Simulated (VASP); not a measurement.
# InGaO2 (P4_12_12) in VASP: relaxation of cell and atoms with PBE

Aim: the relaxation of cell and atoms of InGaO2 with PBE.

Everything below comes from runs of VASP 6.6.1. Logs are shortened: lines on timing, memory, paths and dates and some standing lists are left out, and cuts for length are marked.

**1. The structure**

Symmetry: P4_12_12, No. 92, tetragonal system. The conventional cell has a = 5.703 Å, b = 5.703 Å, c = 8.197 Å, α = 90.00°, β = 90.00°, γ = 90.00°. In (site symmetry 2) is surrounded by 2 O at 2.44 Å. Ga (site symmetry 2) has 4 O at 1.87 to 1.88 Å as nearest neighbours. O (site symmetry 1) has 2 Ga at 1.87 to 1.88 Å as nearest neighbours.

The cell was built by a generator and needn't be a form met in nature.

**2. Relaxation of cell and atoms, PBE**

File INCAR:

```
SYSTEM = InGaO2
PREC = Accurate
ENCUT = 520
EDIFF = 1E-6
ISMEAR = 0
SIGMA = 0.03
LREAL = .FALSE.
LASPH = .TRUE.
NELM = 120
ALGO = Normal
ISIF = 3
LWAVE = .FALSE.
LCHARG = .FALSE.
GGA = PE
IBRION = 2
NSW = 90
EDIFFG = -0.01
KPAR = 4
```

File KPOINTS:

```
regular mesh
0
G
  4 4 4
  0 0 0
```

File POSCAR:

```
InGaO2
1.0
    5.7030000000      0.0000000000      0.0000000000
    0.0000000000      5.7030000000      0.0000000000
    0.0000000000      0.0000000000      8.1970000000
In Ga O
4 4 8
Direct
    0.3059354700      0.6940645300      0.7500000000
    0.6940645300      0.3059354700      0.2500000000
    0.1940645300      0.1940645300      0.5000000000
    0.8059354700      0.8059354700      0.0000000000
    0.2073031700      0.2073031700      0.0000000000
    0.7073031700      0.2926968300      0.7500000000
    0.2926968300      0.7073031700      0.2500000000
    0.7926968300      0.7926968300      0.5000000000
    0.2873926000      0.3932141000      0.1789679200
    0.3932141000      0.2873926000      0.8210320800
    0.7873926000      0.1067859000      0.5710320800
    0.8932141000      0.2126074000      0.9289679200
    0.2126074000      0.8932141000      0.0710320800
    0.1067859000      0.7873926000      0.4289679200
    0.6067859000      0.7126074000      0.3210320800
    0.7126074000      0.6067859000      0.6789679200
```

Potentials or basis: VASP PAW PBE potentials, release 64 (In_d, Ga_d, O).

The run is started by

```bash
$ cat potpaw_PBE.64/In_d/POTCAR potpaw_PBE.64/Ga_d/POTCAR potpaw_PBE.64/O/POTCAR > POTCAR
$ mpirun -np 4 vasp_std > vasp.out
```

OUTCAR:

```text
SYSTEM = InGaO2
   PREC = Accurate
   ENCUT = 520
   EDIFF = 1E-6
   ISMEAR = 0
   LREAL = .FALSE.
   LASPH = .TRUE.
   NELM = 120
   ISIF = 3
   GGA = PE
   IBRION = 2
   NSW = 90
   EDIFFG = -0.01

 ion  position               nearest neighbor table
   1  0.306  0.694  0.750-  10 2.44  16 2.44  14 2.92  13 2.92   6 3.24   4 3.57   3 3.57   3 3.57
                             4 3.57
   2  0.694  0.306  0.250-   9 2.44  15 2.44  12 2.92  11 2.92   7 3.24   4 3.57   3 3.57   4 3.57
                             3 3.57
   3  0.194  0.194  0.500-  11 2.44  14 2.44   9 2.92  10 2.92   8 3.24   2 3.57   1 3.57   1 3.57
                             2 3.57
   4  0.806  0.806  0.000-  12 2.44  13 2.44  15 2.92  16 2.92   5 3.24   2 3.57   1 3.57   2 3.57
                             1 3.57
   5  0.207  0.207  0.000-   9 1.87  10 1.87  12 1.88  13 1.88   4 3.24
   6  0.707  0.293  0.750-  11 1.87  12 1.87  10 1.88  16 1.88   1 3.24
   7  0.293  0.707  0.250-  13 1.87  14 1.87   9 1.88  15 1.88   2 3.24
   8  0.793  0.793  0.500-  15 1.87  16 1.87  11 1.88  14 1.88   3 3.24
   9  0.287  0.393  0.179-   5 1.87   7 1.88   2 2.44   3 2.92
  10  0.393  0.287  0.821-   5 1.87   6 1.88   1 2.44   3 2.92
  11  0.787  0.107  0.571-   6 1.87   8 1.88   3 2.44   2 2.92
  12  0.893  0.213  0.929-   6 1.87   5 1.88   4 2.44   2 2.92
  13  0.213  0.893  0.071-   7 1.87   5 1.88   4 2.44   1 2.92
  14  0.107  0.787  0.429-   7 1.87   8 1.88   3 2.44   1 2.92
  15  0.607  0.713  0.321-   8 1.87   7 1.88   2 2.44   4 2.92
  16  0.713  0.607  0.679-   8 1.87   6 1.88   1 2.44   4 2.92

  LATTYP: Found a simple tetragonal cell.
 ALAT       =     5.7030000000
 C/A-ratio  =     1.4373136945

  Lattice vectors:

 A1 = (   5.7030000000,   0.0000000000,   0.0000000000)
 A2 = (   0.0000000000,   5.7030000000,   0.0000000000)
 A3 = (   0.0000000000,   0.0000000000,   8.1970000000)

Analysis of symmetry for initial positions (statically):
=====================================================================
 Subroutine PRICEL returns:
 Original cell was already a primitive cell.

 Routine SETGRP: Setting up the symmetry group for a
 simple tetragonal supercell.

 Subroutine GETGRP returns: Found  8 space group operations
 (whereof  2 operations were pure point group operations)
 out of a pool of 16 trial point group operations.

The static configuration has the point symmetry C_2 .
 The point group associated with its full space group is D_4 .

Analysis of symmetry for dynamics (positions and initial velocities):
=====================================================================
 Subroutine PRICEL returns:
[... 156 lines left out ...]
   GGA     = PE    functional components
   LHFCALC =     F    Hartree Fock is set to
   AEXX    =    0.0000 exact exchange contribution
   IVDW    =     0    specifies the selected vdW correction
   LEPSILON=     F    determine dielectric tensor
   LRPA    =     F    only Hartree local field effects (RPA)
 conjugate gradient relaxation of ions
 non-spin polarized calculation
 Gauss-broadening in eV      SIGMA  =   0.03
  energy-cutoff  :      520.00
  volume of cell :      266.60
 maximum number of plane-waves:      7220
   NGX = 21   NGY = 21   NGZ = 31

--------------------------------------- Ionic step        1  -------------------------------------------

 number of electron     151.9999929 magnetization

 Free energy of the ion-electron system (eV)
  ---------------------------------------------------
  ext. energy  EPLUGINS =         0.00000000
  ---------------------------------------------------
  free energy    TOTEN  =       -82.80705039 eV

  energy without entropy =      -82.80705039  energy(sigma->0) =      -82.80705039

------------------------ aborting loop because EDIFF is reached ----------------------------------------

  FORCE on cell =-STRESS in cart. coord.  units (eV):
  Direction    XX          YY          ZZ          XY          YZ          ZX
  --------------------------------------------------------------------------------------
  -------------------------------------------------------------------------------------
  Total        0.4122896      0.4122896      2.0965784      0.0000000      0.0000000      0.0000000
  in kB        2.4777146      2.4777146     12.5996944      0.0000000      0.0000000      0.0000000
  external PRESSURE =       5.8517079 kB  Pullay stress =       0.0000000 kB
[... 131 lines left out ...]
  FREE ENERGIE OF THE ION-ELECTRON SYSTEM (eV)
  ---------------------------------------------------
  free  energy   TOTEN  =       -82.8194939352 eV

  energy  without entropy=      -82.8194939352  energy(sigma->0) =      -82.81949394

[... ionic steps 4 to 24 ...]

--------------------------------------- Ionic step       25  -------------------------------------------

 number of electron     151.9999979 magnetization

------------------------ aborting loop because EDIFF is reached ----------------------------------------
[... 95 lines left out ...]
--------------------------------------- Ionic step       27  -------------------------------------------

 number of electron     151.9999977 magnetization

 Free energy of the ion-electron system (eV)
  ---------------------------------------------------
  ext. energy  EPLUGINS =         0.00000000
  ---------------------------------------------------
  free energy    TOTEN  =       -82.87085488 eV

  energy without entropy =      -82.87085488  energy(sigma->0) =      -82.87085488

 E-fermi :   4.0246     XC(G=0):  -9.7579

 val. band max:        3.8992950724   @ k =   0.0000   0.0000   0.0000
 cond. band min:       5.6195994174   @ k =   0.2500   0.2500   0.2500
 fundamental gap:      1.7203043450
 Fermi energy:         4.0246248515

 k-point     1 :       0.0000    0.0000    0.0000
  band No.  band energies     occupation
      1     -15.0506      2.00000
      2     -14.7122      2.00000
      3     -14.7122      2.00000
      4     -14.4525      2.00000
      5     -14.3938      2.00000
      6     -14.3938      2.00000
[... 1627 lines left out ...]
     87       9.1564      0.00000
     88       9.1564      0.00000
 [bands above 88 left out]

------------------------ aborting loop because EDIFF is reached ----------------------------------------

  FORCE on cell =-STRESS in cart. coord.  units (eV):
  Direction    XX          YY          ZZ          XY          YZ          ZX
  --------------------------------------------------------------------------------------
  -------------------------------------------------------------------------------------
  Total       -0.0817616     -0.0817616     -0.0889644      0.0000000      0.0000000      0.0000000
  in kB       -0.4769408     -0.4769408     -0.5189570      0.0000000      0.0000000      0.0000000
  external PRESSURE =      -0.4909462 kB  Pullay stress =       0.0000000 kB
[... 31 lines left out ...]
  FREE ENERGIE OF THE ION-ELECTRON SYSTEM (eV)
  ---------------------------------------------------
  free  energy   TOTEN  =       -82.8708548812 eV

  energy  without entropy=      -82.8708548812  energy(sigma->0) =      -82.87085488

 reached required accuracy - stopping structural energy minimisation
```

It took 52 min on 4 MPI ranks of Intel Xeon Platinum 8559C (Emerald Rapids), shared host; peak memory 0.56 GiB.

What came out:

* Free energy: -82.8709 eV
* Relaxed volume: 17.17 Å³/atom
* Relaxed cell: a = 5.724 Å, b = 5.724 Å, c = 8.383 Å, α = 90.00°, β = 90.00°, γ = 90.00°
* Space group after relaxing (to 0.05 Å): P4_12_12 (No. 92)
* Energy gained by relaxing: 4.0 meV/atom
* Ionic steps: 27
* Pressure after relaxing: 0.0 GPa
* Largest force after relaxing: 0.009 eV/Å
* Band gap on the k mesh: 1.72 eV, indirect (least direct gap 1.96 eV)

Forces on the atoms (eV/Å):
```
In   0.006 -0.006  0.000
In  -0.006  0.006  0.000
In  -0.006 -0.006  0.000
In   0.006  0.006  0.000
Ga   0.001  0.001  0.000
Ga   0.001 -0.001  0.000
Ga  -0.001  0.001  0.000
Ga  -0.001 -0.001  0.000
O    0.002  0.008  0.001
O    0.008  0.002 -0.001
O    0.002 -0.008 -0.001
O    0.008 -0.002  0.001
O   -0.002  0.008 -0.001
O   -0.008  0.002  0.001
O   -0.008 -0.002 -0.001
O   -0.002 -0.008  0.001
```

The path:
| step | energy change (eV) | largest force (eV/Å) | pressure (GPa) | volume (Å³) |
| --- | --- | --- | --- | --- |
| 1 | 0.0000 | 0.1018 | 0.59 | 266.60 |
| 2 | -0.0115 | 0.1124 | -0.10 | 268.95 |
| 3 | -0.0124 | 0.1204 | -0.59 | 270.49 |
| 4 | -0.0203 | 0.1047 | -0.57 | 270.60 |
| 5 | -0.0341 | 0.0966 | -0.44 | 270.89 |
| 6 | -0.0354 | 0.1087 | -0.35 | 271.00 |
| 7 | -0.0403 | 0.0539 | 0.25 | 269.48 |
| 8 | -0.0403 | 0.0526 | 0.30 | 269.43 |
| 9 | -0.0450 | 0.0396 | 0.33 | 269.78 |
| 10 | -0.0501 | 0.0775 | 0.31 | 270.72 |
| 11 | -0.0531 | 0.0889 | -0.01 | 271.98 |
| 12 | -0.0531 | 0.0920 | -0.07 | 272.22 |
| 13 | -0.0551 | 0.0813 | -0.10 | 272.50 |
| 14 | -0.0590 | 0.0515 | -0.16 | 273.28 |
| 15 | -0.0596 | 0.0809 | -0.25 | 274.83 |
| 16 | -0.0605 | 0.0486 | -0.23 | 274.12 |
| 17 | -0.0617 | 0.0455 | 0.13 | 273.50 |
| 18 | -0.0618 | 0.0434 | 0.06 | 273.60 |
| 19 | -0.0625 | 0.0306 | 0.07 | 273.71 |
| 20 | -0.0633 | 0.0359 | 0.10 | 274.03 |
| 21 | -0.0636 | 0.0321 | 0.00 | 274.53 |
| 22 | -0.0636 | 0.0230 | 0.01 | 274.43 |
| 23 | -0.0636 | 0.0209 | 0.03 | 274.41 |
| 24 | -0.0636 | 0.0227 | 0.01 | 274.42 |
| 25 | -0.0637 | 0.0147 | -0.03 | 274.50 |
| 26 | -0.0638 | 0.0100 | -0.03 | 274.56 |
| 27 | -0.0638 | 0.0087 | -0.05 | 274.66 |

Final structure:
```yaml
crystal:
  lattice:
    - [5.72381, 0.00000, 0.00000]
    - [0.00000, 5.72381, 0.00000]
    - [0.00000, 0.00000, 8.38350]
  atoms:
    - { symbol: In, position: [0.31930, 0.68070, 0.75000] }
    - { symbol: In, position: [0.68070, 0.31930, 0.25000] }
    - { symbol: In, position: [0.18070, 0.18070, 0.50000] }
    - { symbol: In, position: [0.81930, 0.81930, 0.00000] }
    - { symbol: Ga, position: [0.21438, 0.21438, 0.00000] }
    - { symbol: Ga, position: [0.71438, 0.28562, 0.75000] }
    - { symbol: Ga, position: [0.28562, 0.71438, 0.25000] }
    - { symbol: Ga, position: [0.78562, 0.78562, 0.50000] }
    - { symbol: O, position: [0.28751, 0.40462, 0.17366] }
    - { symbol: O, position: [0.40462, 0.28751, 0.82634] }
    - { symbol: O, position: [0.78751, 0.09538, 0.57634] }
    - { symbol: O, position: [0.90462, 0.21249, 0.92366] }
    - { symbol: O, position: [0.21249, 0.90462, 0.07634] }
    - { symbol: O, position: [0.09538, 0.78751, 0.42366] }
    - { symbol: O, position: [0.59538, 0.71249, 0.32634] }
    - { symbol: O, position: [0.71249, 0.59538, 0.67366] }
```

Levels at points of the mesh, in eV from the valence-band top:
```tsv
k point	band 74	band 75	band 76	band 77	band 78	band 79
(0.00, 0.00, 0.00)	-0.95	-0.95	0.00	2.80	2.88	3.01
(0.50, 0.00, 0.00)	-1.04	-0.62	-0.62	1.93	1.93	3.32
(0.50, 0.50, 0.00)	-0.62	-0.43	-0.43	2.20	2.20	2.89
(0.00, 0.00, 0.50)	-1.32	-0.31	-0.31	2.81	2.81	3.01
(0.50, 0.00, 0.50)	-0.78	-0.78	-0.78	2.03	2.03	3.10
(0.50, 0.50, 0.50)	-0.42	-0.42	-0.42	2.05	2.05	2.05
```

Caveat: spin-orbit coupling is left out, which moves the levels of the heavy elements.
